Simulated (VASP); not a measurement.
# NaLaMnMoO6 (F-43m) in VASP: a series of runs, part 2 of 2

VASP 6.6.1. The steps go on from the part before.

## 3. Relaxation of cell and atoms, PBE+D3, collinear spin, ferromagnetic start

INCAR

```
  PREC = Accurate
  ENCUT = 600
  EDIFF = 1E-6
  ISMEAR = -1
  SIGMA = 0.05
  LREAL = False
  LASPH = True
  NELM = 120
  ALGO = Fast
  ISIF = 3
  LWAVE = False
  LCHARG = False
  ISPIN = 2
  MAGMOM = 0 0 4 1 0 0 0 0 0 0
  LORBIT = 11
  LMAXMIX = 6
  GGA = PE
  IVDW = 11
  IBRION = 2
  NSW = 40
  EDIFFG = -0.02
  KPAR = 4
```

KPOINTS

```
regular mesh
0
Gamma
  6 6 6
```

POSCAR

```
NaLaMnMoO6
1.0
    0.0000000000      3.8625900000      3.8625900000
    3.8625900000      0.0000000000      3.8625900000
    3.8625900000      3.8625900000      0.0000000000
Na La Mn Mo O
1 1 1 1 6
Direct
    0.2500000000      0.2500000000      0.2500000000
    0.7500000000      0.7500000000      0.7500000000
    0.5000000000      0.5000000000      0.5000000000
    0.0000000000      0.0000000000      0.0000000000
    0.7466200000      0.2533800000      0.2533800000
    0.2533800000      0.2533800000      0.7466200000
    0.2533800000      0.7466200000      0.2533800000
    0.7466200000      0.2533800000      0.7466200000
    0.7466200000      0.7466200000      0.2533800000
    0.2533800000      0.7466200000      0.7466200000
```

Potentials or basis: VASP PAW PBE potentials, release 64 (Na_pv, La, Mn_pv, Mo_sv, O).

Run with:

```sh
cat potpaw_PBE.64/Na_pv/POTCAR potpaw_PBE.64/La/POTCAR potpaw_PBE.64/Mn_pv/POTCAR potpaw_PBE.64/Mo_sv/POTCAR potpaw_PBE.64/O/POTCAR > POTCAR
mpirun -np 4 vasp_std > vasp.out
```

OUTCAR:

```text
PREC = Accurate
   ENCUT = 600
   EDIFF = 1E-6
   ISMEAR = -1
   LREAL = False
   LASPH = True
   NELM = 120
   ISIF = 3
   ISPIN = 2
   LORBIT = 11
   GGA = PE
   IVDW = 11
   IBRION = 2
   NSW = 40
   EDIFFG = -0.02
 IVDW          = 11

 ion  position               nearest neighbor table
   1  0.250  0.250  0.250-
   2  0.750  0.750  0.750-   6 2.73   7 2.73  10 2.73   5 2.73   6 2.73   8 2.73   5 2.73   7 2.73
                             9 2.73   8 2.73   9 2.73  10 2.73   3 3.35   3 3.35   3 3.35   4 3.35
   3  0.500  0.500  0.500-   5 1.91   6 1.91   7 1.91   8 1.91   9 1.91  10 1.91   2 3.35   2 3.35
                             2 3.35   2 3.35
   4  0.000  0.000  0.000-   5 1.96   6 1.96   7 1.96   8 1.96   9 1.96  10 1.96   2 3.35   2 3.35
                             2 3.35   2 3.35
   5  0.747  0.253  0.253-   3 1.91   4 1.96   2 2.73   2 2.73
   6  0.253  0.253  0.747-   3 1.91   4 1.96   2 2.73   2 2.73
   7  0.253  0.747  0.253-   3 1.91   4 1.96   2 2.73   2 2.73
   8  0.747  0.253  0.747-   3 1.91   4 1.96   2 2.73   2 2.73
   9  0.747  0.747  0.253-   3 1.91   4 1.96   2 2.73   2 2.73
  10  0.253  0.747  0.747-   3 1.91   4 1.96   2 2.73   2 2.73

  LATTYP: Found a face centered cubic cell.
 ALAT       =     7.7251800000

  Lattice vectors:

 A1 = (   0.0000000000,   3.8625900000,   3.8625900000)
 A2 = (   3.8625900000,   0.0000000000,   3.8625900000)
 A3 = (   3.8625900000,   3.8625900000,   0.0000000000)

Analysis of symmetry for initial positions (statically):
=====================================================================
 Subroutine PRICEL returns:
 Original cell was already a primitive cell.

 Routine SETGRP: Setting up the symmetry group for a
 face centered cubic supercell.

 Subroutine GETGRP returns: Found 24 space group operations
 (whereof 24 operations were pure point group operations)
 out of a pool of 48 trial point group operations.

The static configuration has the point symmetry T_d .

Analysis of symmetry for dynamics (positions and initial velocities):
=====================================================================
[... 421 lines left out ...]

 number of electron      80.9999997 magnetization       1.1546177

 Free energy of the ion-electron system (eV)
  ---------------------------------------------------
  ext. energy  EPLUGINS =         0.00000000
  ---------------------------------------------------
  free energy    TOTEN  =       -78.50002004 eV

  energy without entropy =      -78.48337774  energy(sigma->0) =      -78.49169889

 E-fermi :   8.1875     XC(G=0): -11.4080

 val. band max:        8.1659254553   @ k =   0.5000   0.0000   0.0000
 cond. band min:       8.2515183522   @ k =  -0.3333   0.3333   0.0000
 fundamental gap:      0.0855928969
 Fermi energy:         8.1874927854

 spin component 1

 k-point     1 :       0.0000    0.0000    0.0000
  band No.  band energies     occupation
      1     -54.7954      1.00000
      2     -42.4005      1.00000
      3     -42.4004      1.00000
      4     -42.4004      1.00000
      5     -28.9688      1.00000
      6     -28.9688      1.00000
[... 853 lines left out ...]
     50       9.9631      0.00000
     51      10.0254      0.00000
 Fermi energy:         8.1874927854

 spin component 2

 k-point     1 :       0.0000    0.0000    0.0000
  band No.  band energies     occupation
      1     -55.3388      1.00000
      2     -40.3121      1.00000
      3     -40.3121      1.00000
      4     -40.3121      1.00000
      5     -29.5539      1.00000
      6     -29.5539      1.00000
[... 853 lines left out ...]
     50       9.9794      0.00000
     51       9.9857      0.00000

------------------------ aborting loop because EDIFF is reached ----------------------------------------

 Edisp (eV)   -2.25460

 E8    (eV) :    -1.4123

  FORCE on cell =-STRESS in cart. coord.  units (eV):
  Direction    XX          YY          ZZ          XY          YZ          ZX
  --------------------------------------------------------------------------------------
  -------------------------------------------------------------------------------------
  Total       0.04980     0.04980     0.04980    -0.00000    -0.00000     0.00000
  in kB       0.69964     0.69964     0.69964    -0.00000    -0.00000     0.00000
  external pressure =        0.70 kB  Pullay stress =        0.00 kB
[... 25 lines left out ...]
  FREE ENERGIE OF THE ION-ELECTRON SYSTEM (eV)
  ---------------------------------------------------
  free  energy   TOTEN  =       -80.7546170247 eV

  energy  without entropy=      -80.7379747293  energy(sigma->0) =      -80.74629588

 reached required accuracy - stopping structural energy minimisation

 total charge

# of ion       s       p       d       f       tot
--------------------------------------------------
    1        0.035   5.976   0.000   0.000   6.011
    2        1.998   5.697   0.489   0.223   8.407
    3        0.327   6.431   5.050   0.000  11.808
    4        2.347   6.330   3.744   0.000  12.422
    5        1.560   3.483   0.000   0.000   5.043
    6        1.560   3.483   0.000   0.000   5.043
    7        1.560   3.483   0.000   0.000   5.043
    8        1.560   3.483   0.000   0.000   5.043
    9        1.560   3.483   0.000   0.000   5.043
   10        1.560   3.483   0.000   0.000   5.043
--------------------------------------------------
tot         14.065  45.335   9.284   0.223  68.907

 magnetization (x)

# of ion       s       p       d       f       tot
--------------------------------------------------
    1        0.000   0.000   0.000   0.000   0.000
    2        0.000   0.001  -0.012  -0.023  -0.034
    3        0.008   0.015   1.901   0.000   1.924
    4       -0.010  -0.012  -0.734   0.000  -0.756
    5        0.000   0.008   0.000   0.000   0.008
    6        0.000   0.008   0.000   0.000   0.008
    7        0.000   0.008   0.000   0.000   0.008
    8        0.000   0.008   0.000   0.000   0.008
    9        0.000   0.008   0.000   0.000   0.008
   10        0.000   0.008   0.000   0.000   0.008
--------------------------------------------------
tot         -0.001   0.052   1.155  -0.023   1.183
```

CONTCAR:

```text
NaLaMnMoO6
   1.00000000000000
    -0.0000000000000000    3.8490212186998245    3.8490212186998245
     3.8490212186998245   -0.0000000000000000    3.8490212186998245
     3.8490212186998245    3.8490212186998245   -0.0000000000000000
  Na              La              Mn              Mo              O
     1     1     1     1     6
Direct
     0.2500000000000000    0.2500000000000000    0.2500000000000000
     0.7500000000000000    0.7500000000000000    0.7500000000000000
     0.5000000000000000    0.5000000000000000    0.5000000000000000
     1.0000000000000000    1.0000000000000000    1.0000000000000000
     0.7466092640149391    0.2533907359850609    0.2533907359850609
     0.2533907359850609    0.2533907359850609    0.7466092640149391
     0.2533907359850609    0.7466092640149391    0.2533907359850609
     0.7466092640149391    0.2533907359850609    0.7466092640149391
     0.7466092640149391    0.7466092640149391    0.2533907359850609
     0.2533907359850609    0.7466092640149391    0.7466092640149391

  0.00000000E+00  0.00000000E+00  0.00000000E+00
  0.00000000E+00  0.00000000E+00  0.00000000E+00
  0.00000000E+00  0.00000000E+00  0.00000000E+00
  0.00000000E+00  0.00000000E+00  0.00000000E+00
  0.00000000E+00  0.00000000E+00  0.00000000E+00
  0.00000000E+00  0.00000000E+00  0.00000000E+00
  0.00000000E+00  0.00000000E+00  0.00000000E+00
  0.00000000E+00  0.00000000E+00  0.00000000E+00
  0.00000000E+00  0.00000000E+00  0.00000000E+00
  0.00000000E+00  0.00000000E+00  0.00000000E+00
```

Wall time 32 min (4 MPI ranks of Intel Xeon 6975P-C (Granite Rapids), shared host); peak memory 0.61 GiB.

Results:

* Free energy: -80.7546 eV
* Relaxed volume: 11.40 Å³/atom
* Relaxed cell: a = 5.443 Å, b = 5.443 Å, c = 5.443 Å, α = 60.00°, β = 60.00°, γ = 60.00°
* Space group after relaxing (to 0.05 Å): F-43m (No. 216)
* Energy gained by relaxing: 1.2 meV/atom
* Ionic steps: 6
* Pressure after relaxing: 0.1 GPa
* Largest force after relaxing: 0.009 eV/Å
* Band gap on the k mesh: none (metal or under the smearing width)
* Net moment: 1.15 μB per cell
* Site moments: Na +0.00; La -0.03; Mn +1.92; Mo -0.76; O +0.01 μB
* Valence electrons inside the program's atomic spheres: Na 6.01; La 8.41; Mn 11.81; Mo 12.42; O 5.04
* Dispersion energy per atom: -0.225 eV

Forces in eV/Å, atoms in the order of the input:
```
Na   0.000  0.000  0.000
La   0.000  0.000  0.000
Mn   0.000  0.000  0.000
Mo   0.000  0.000  0.000
O   -0.009  0.000  0.000
O    0.000  0.000 -0.009
O    0.000 -0.009  0.000
O    0.000  0.009  0.000
O    0.000  0.000  0.009
O    0.009  0.000  0.000
```

Step by step:
```csv
step,energy change (eV),largest force (eV/Å),pressure (GPa),volume (Å³)
1,0.0000,0.0461,-1.96,115.26
2,0.0135,0.1053,2.06,112.92
3,-0.0005,0.0099,-0.97,114.67
4,-0.0102,0.0261,-0.06,114.11
5,-0.0117,0.0275,-0.02,114.09
6,-0.0117,0.0094,0.07,114.05
```

Final structure:
```
Na La Mn Mo O
1.0
     0.00000    3.84902    3.84902
     3.84902    0.00000    3.84902
     3.84902    3.84902    0.00000
Na La Mn Mo O
1 1 1 1 6
Direct
  0.25000 0.25000 0.25000
  0.75000 0.75000 0.75000
  0.50000 0.50000 0.50000
  0.00000 0.00000 0.00000
  0.74661 0.25339 0.25339
  0.25339 0.25339 0.74661
  0.25339 0.74661 0.25339
  0.74661 0.25339 0.74661
  0.74661 0.74661 0.25339
  0.25339 0.74661 0.74661
```

Caveat: a cell with one magnetic atom can't hold antiferromagnetic order, which such compounds often take; semilocal functionals often make such compounds metallic where correlation or magnetic order opens a gap, which also shifts bond lengths; pairwise dispersion overbinds metals, which lowers pressure and volume.

## 4. Relaxation of cell and atoms, PBE+D3(BJ), collinear spin, ferromagnetic start

Edit INCAR of step 3 so:

```diff
@@ -17,3 +17,3 @@
   GGA = PE
-  IVDW = 11
+  IVDW = 12
   IBRION = 2
```

KPOINTS is that of step 3.

POSCAR is that of step 3.

Run with:

```sh
cat potpaw_PBE.64/Na_pv/POTCAR potpaw_PBE.64/La/POTCAR potpaw_PBE.64/Mn_pv/POTCAR potpaw_PBE.64/Mo_sv/POTCAR potpaw_PBE.64/O/POTCAR > POTCAR
mpirun -np 4 vasp_std > vasp.out
```

Run time: 26 min. Hardware: 4 MPI ranks of Intel Xeon 6975P-C (Granite Rapids), shared host; peak memory 0.61 GiB.

The run converged. Its results:

| Property | Result |
| --- | --- |
| Free energy | -80.8438 eV |
| Relaxed volume | 11.33 Å³/atom |
| Relaxed cell | a = 5.431 Å, b = 5.431 Å, c = 5.431 Å, α = 60.00°, β = 60.00°, γ = 60.00° |
| Space group after relaxing (to 0.05 Å) | F-43m (No. 216) |
| Energy gained by relaxing | 2.4 meV/atom |
| Ionic steps | 7 |
| Pressure after relaxing | 0.0 GPa |
| Band gap on the k mesh | none (metal or under the smearing width) |
| Net moment | 1.15 μB per cell |
| Site moments | Na +0.00; La -0.03; Mn +1.91; Mo -0.75; O +0.01 μB |
| Valence electrons inside the program's atomic spheres | Na 6.01; La 8.42; Mn 11.83; Mo 12.44; O 5.05 |
| Dispersion energy per atom | -0.236 eV |

Step by step:
```tsv
step	energy change (eV)	largest force (eV/Å)	pressure (GPa)	volume (Å³)
1	0.0000	0.0447	-3.20	115.26
2	0.0102	0.1604	3.39	111.45
3	-0.0068	0.0338	-0.58	113.68
4	-0.0238	0.0519	-0.06	113.37
5	-0.0239	0.0537	-0.01	113.33
6	-0.0241	0.0223	0.04	113.26
7	-0.0241	0.0004	-0.01	113.28
```

Final structure:
```xyz
10
Lattice="0.0000 3.8404 3.8404 3.8404 0.0000 3.8404 3.8404 3.8404 0.0000" Properties=species:S:1:pos:R:3 pbc="T T T"
Na    1.9202    1.9202    1.9202
La    5.7606    5.7606    5.7606
Mn    3.8404    3.8404    3.8404
Mo    0.0000    0.0000    0.0000
O     1.9467    3.8404    3.8404
O     3.8404    3.8404    1.9467
O     3.8404    1.9467    3.8404
O     3.8404    5.7341    3.8404
O     3.8404    3.8404    5.7341
O     5.7341    3.8404    3.8404
```

Levels at points of the mesh, in eV from the Fermi level:
Spin up:
| k point | band 37 | band 38 | band 39 | band 40 | band 41 | band 42 | band 43 | band 44 | band 45 | band 46 |
| --- | --- | --- | --- | --- | --- | --- | --- | --- | --- | --- |
| (0.00, 0.00, 0.00) | -2.77 | -2.77 | -2.67 | -2.67 | -2.67 | -0.12 | -0.12 | 0.79 | 0.79 | 0.79 |
| (0.50, 0.00, 0.00) | -3.40 | -3.08 | -1.84 | -1.70 | -1.70 | 0.46 | 0.57 | 0.57 | 1.48 | 1.48 |
| (0.50, 0.50, 0.00) | -3.56 | -2.74 | -2.70 | -1.31 | -1.31 | -0.12 | 0.62 | 0.66 | 1.18 | 1.18 |
Spin down:
```csv
k point,band 38,band 39,band 40,band 41,band 42,band 43
"(0.00, 0.00, 0.00)",-2.63,-1.71,-1.71,-1.71,0.71,0.71
"(0.50, 0.00, 0.00)",-3.03,-0.10,-0.02,-0.02,0.10,0.24
"(0.50, 0.50, 0.00)",-2.65,-1.61,0.51,0.51,0.68,0.68
```

Caveat: a cell with one magnetic atom can't hold antiferromagnetic order, which such compounds often take; semilocal functionals often make such compounds metallic where correlation or magnetic order opens a gap, which also shifts bond lengths; pairwise dispersion overbinds metals, which lowers pressure and volume. With open d or f shells a metallic result of PBE can be an artefact of self-interaction; +U or a hybrid may open a gap.

## 5. Relaxation of cell and atoms, PBE+D4, collinear spin, ferromagnetic start

Edit INCAR of step 4 so:

```diff
@@ -17,3 +17,3 @@
   GGA = PE
-  IVDW = 12
+  IVDW = 13
   IBRION = 2
```

KPOINTS is that of step 4.

POSCAR is that of step 4.

Run with:

```sh
cat potpaw_PBE.64/Na_pv/POTCAR potpaw_PBE.64/La/POTCAR potpaw_PBE.64/Mn_pv/POTCAR potpaw_PBE.64/Mo_sv/POTCAR potpaw_PBE.64/O/POTCAR > POTCAR
mpirun -np 4 vasp_std > vasp.out
```

Run time: 31 min. Hardware: 4 MPI ranks of Intel Xeon 6975P-C (Granite Rapids), shared host; peak memory 0.6 GiB.

Results (log left out):

* Free energy: -80.7105 eV
* Relaxed volume: 11.34 Å³/atom
* Relaxed cell: a = 5.433 Å, b = 5.433 Å, c = 5.433 Å, α = 60.00°, β = 60.00°, γ = 60.00°
* Space group after relaxing (to 0.05 Å): F-43m (No. 216)
* Energy gained by relaxing: 2.2 meV/atom
* Ionic steps: 6
* Pressure after relaxing: 0.0 GPa
* Largest force after relaxing: 0.020 eV/Å
* Band gap on the k mesh: none (metal or under the smearing width)
* Net moment: 1.15 μB per cell
* Site moments: Na +0.00; La -0.03; Mn +1.91; Mo -0.75; O +0.01 μB
* Valence electrons inside the program's atomic spheres: Na 6.01; La 8.41; Mn 11.83; Mo 12.44; O 5.05
* Dispersion energy per atom: -0.222 eV

Forces on the atoms (eV/Å):
```
Na   0.000  0.000  0.000
La   0.000  0.000  0.000
Mn   0.000  0.000  0.000
Mo   0.000  0.000  0.000
O   -0.020  0.000  0.000
O    0.000  0.000 -0.020
O    0.000 -0.020  0.000
O    0.000  0.020  0.000
O    0.000  0.000  0.020
O    0.020  0.000  0.000
```

The path:
```csv
step,energy change (eV),largest force (eV/Å),pressure (GPa),volume (Å³)
1,0.0000,0.0495,-3.02,115.26
2,0.0114,0.1549,3.18,111.67
3,-0.0040,0.0245,-0.68,113.85
4,-0.0217,0.0470,-0.07,113.48
5,-0.0218,0.0488,-0.02,113.44
6,-0.0220,0.0196,0.04,113.38
```

Final structure:
```
Na La Mn Mo O
1.0
     0.00000    3.84148    3.84148
     3.84148    0.00000    3.84148
     3.84148    3.84148    0.00000
Na La Mn Mo O
1 1 1 1 6
Direct
  0.25000 0.25000 0.25000
  0.75000 0.75000 0.75000
  0.50000 0.50000 0.50000
  0.00000 0.00000 0.00000
  0.74650 0.25350 0.25350
  0.25350 0.25350 0.74650
  0.25350 0.74650 0.25350
  0.74650 0.25350 0.74650
  0.74650 0.74650 0.25350
  0.25350 0.74650 0.74650
```

Levels at points of the mesh, in eV from the Fermi level:
Spin up:
| k point | band 39 | band 40 | band 41 | band 42 | band 43 | band 44 |
| --- | --- | --- | --- | --- | --- | --- |
| (0.00, 0.00, 0.00) | -2.67 | -2.67 | -2.67 | -0.13 | -0.13 | 0.79 |
| (0.50, 0.00, 0.00) | -1.84 | -1.70 | -1.70 | 0.46 | 0.57 | 0.57 |
| (0.50, 0.50, 0.00) | -2.69 | -1.31 | -1.31 | -0.12 | 0.62 | 0.65 |
Spin down:
| k point | band 36 | band 37 | band 38 | band 39 | band 40 | band 41 | band 42 | band 43 | band 44 | band 45 |
| --- | --- | --- | --- | --- | --- | --- | --- | --- | --- | --- |
| (0.00, 0.00, 0.00) | -2.62 | -2.62 | -2.62 | -1.71 | -1.71 | -1.71 | 0.71 | 0.71 | 1.21 | 1.21 |
| (0.50, 0.00, 0.00) | -3.36 | -3.36 | -3.03 | -0.10 | -0.02 | -0.02 | 0.11 | 0.24 | 0.24 | 1.72 |
| (0.50, 0.50, 0.00) | -3.55 | -3.55 | -2.65 | -1.61 | 0.51 | 0.51 | 0.68 | 0.68 | 0.71 | 0.99 |

Caveat: a cell with one magnetic atom can't hold antiferromagnetic order, which such compounds often take; semilocal functionals often make such compounds metallic where correlation or magnetic order opens a gap, which also shifts bond lengths; pairwise dispersion overbinds metals, which lowers pressure and volume.

## 6. Summary

| level | gap on the mesh (eV) | pressure (GPa) | moment (μB) | relaxed volume (Å³/atom) | largest force (eV/Å) |
| --- | --- | --- | --- | --- | --- |
| PBE+D2 | none | 0.0 | 1.14 | 11.28 | - |
| PBE+D3 | none | 0.1 | 1.15 | 11.40 | 0.01 |
| PBE+D3(BJ) | none | 0.0 | 1.15 | 11.33 | - |
| PBE+D4 | none | 0.0 | 1.15 | 11.34 | 0.02 |

Alike in all rows: task relaxation of cell and atoms; potentials or basis VASP PAW PBE potentials, release 64 (Na_pv, La, Mn_pv, Mo_sv, O); spin collinear, ferromagnetic start; cell relaxed; k mesh 6 × 6 × 6; cutoff (eV) 600; smearing fermi-dirac 0.05 eV.

Caveats: a cell with one magnetic atom can't hold antiferromagnetic order, which such compounds often take; semilocal functionals often make such compounds metallic where correlation or magnetic order opens a gap, which also shifts bond lengths; pairwise dispersion overbinds metals, which lowers pressure and volume; atom-pairwise D2, TS and ULG terms overbind metals (some runs).

Absolute energies hang on the potentials; compare differences alone.
